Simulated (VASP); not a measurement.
These are vdW-DF-cx, VASP's PBE PAW potentials (set 64) (plane waves; VASP 6.6.1) values and carry that method's errors.

VASP input:

### KPOINTS
```
Automatic mesh
0
Gamma
13 13 13
0 0 0
```

### INCAR
```
SYSTEM = ZrC
PREC = Accurate; ENCUT = 520; LREAL = .FALSE.
LASPH = .TRUE.
EDIFF = 1E-7; NELM = 100; ALGO = Normal
LMAXMIX = 4
ISMEAR = 1; SIGMA = 0.1
GGA = CX; LUSE_VDW = .TRUE.; AGGAC = 0.0
ISIF = 2
LWAVE = .FALSE.; LCHARG = .FALSE.
```

### POSCAR
```
ZrC
3.3772240
  0.0000000000   0.7071068315   0.7071068315
  0.7071068315   0.0000000000   0.7071068315
  0.7071068315   0.7071068315   0.0000000000
Zr C
1 1
Cart
  0.0000000000   0.0000000000   0.0000000000
  0.7071068315   0.7071068315   0.7071068315
```

POTCAR, in this order: Zr_sv C (PBE.64 set). Program: vasp_std.

What does the run give for the energy per atom (σ→0), pressure, band gap (on the k-mesh)?

The energy per atom (σ→0) is -8.145 eV/atom, the band gap (on the k-mesh) comes out as none (metal, semimetal or under 0.01 eV) and the pressure comes out as -12.09 GPa.

**OSZICAR**
```
...
DAV:   8    -0.162933738802E+02    0.14944E-01   -0.15074E-01  2176   0.354E+00    0.121E+00
DAV:   9    -0.162902205692E+02    0.31533E-02   -0.27826E-02  2624   0.112E+00    0.437E-01
DAV:  10    -0.162905014192E+02   -0.28085E-03   -0.19056E-03  2352   0.556E-01    0.304E-01
DAV:  11    -0.162903357042E+02    0.16572E-03   -0.64478E-04  2260   0.203E-01    0.179E-02
DAV:  12    -0.162903355839E+02    0.12032E-06   -0.12333E-05  3076   0.378E-02    0.120E-02
DAV:  13    -0.162903353533E+02    0.23058E-06   -0.49549E-07  2320   0.677E-03    0.131E-03
DAV:  14    -0.162903353617E+02   -0.83276E-08   -0.26307E-08  1248   0.134E-03
   1 F= -.16290335E+02 E0= -.16290267E+02  d E =-.205638E-03
```

The compound is ZrC in the rock salt structure. This cell is one point of a volume scan, at 1.06 of the reference volume.
